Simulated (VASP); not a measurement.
AlB3P4:

```
CELL_PARAMETERS angstrom
4.94095 0.00000 0.00000
-2.47047 4.27899 0.00000
0.00000 0.00000 6.89366
ATOMIC_POSITIONS crystal
Al 0.00000 0.00000 0.51783
B 0.50000 0.00000 0.12033
B 0.00000 0.50000 0.12033
B 0.50000 0.50000 0.12033
P 0.50000 0.00000 0.62579
P 0.00000 0.50000 0.62579
P 0.50000 0.50000 0.62579
P 0.00000 0.00000 0.85136
```

The cell was built by a generator and needn't be a form met in nature.

| Property | Result |
| --- | --- |
| Program | VASP 6.6.1 |
| Task | relaxation of cell and atoms |
| Functional | PBE |
| Potentials or basis | VASP PAW PBE potentials, release 64 (Al, B, P) |
| Cutoff | 520 eV |
| k mesh | 3 × 3 × 2 |
| Occupations | gaussian, width 0.15 eV |
| Spin | no spin polarisation |

At the start: pressure -10.1 GPa; volume 18.22 Å³/atom.

Q: Where does the relaxation end?

A: Over 17 steps the energy falls by 643.9 meV/atom and the volume is 14.17 Å³/atom (-22.2 %); space group P6mm (No. 183, to 0.05 Å).

Step by step:
```tsv
step	energy change (eV)	largest force (eV/Å)	pressure (GPa)	volume (Å³)
1	0.0000	2.1016	-10.15	145.75
2	-2.1421	2.9622	-3.61	122.44
3	-2.3972	3.7647	2.15	114.87
4	-2.4019	4.0391	4.23	112.79
5	-3.5596	3.3111	3.13	110.41
6	-4.6177	0.5124	11.80	103.13
7	-4.7102	0.9260	6.74	104.87
8	-4.7181	0.4601	-6.36	118.37
9	-4.8992	0.7738	-1.15	111.18
10	-4.8996	0.7847	-0.93	110.90
11	-4.9635	0.6742	-0.67	110.71
12	-5.0791	0.5724	0.68	110.14
13	-5.1326	0.2365	0.79	111.25
14	-5.1462	0.0492	0.99	112.03
15	-5.1465	0.0430	1.03	112.19
16	-5.1435	0.1041	-1.38	114.92
17	-5.1508	0.0541	-0.09	113.35
```

Final structure:
```
Al B P
1.0
     4.20938    0.00000    0.00000
    -2.10469    3.64543    0.00000
     0.00000    0.00000    7.38666
Al B P
1 3 4
Cartesian
  0.0000 0.0000 2.3396
  2.1047 0.0000 1.0709
  -1.0523 1.8227 1.0709
  1.0523 1.8227 1.0709
  2.1047 0.0000 4.7340
  -1.0523 1.8227 4.7340
  1.0523 1.8227 4.7340
  0.0000 0.0000 6.8934
```

Caveat: the k mesh is coarse (spacing up to 0.49 Å⁻¹), so the values aren't converged; the volume moved by over 15 % at a fixed basis, so the end points are rough.
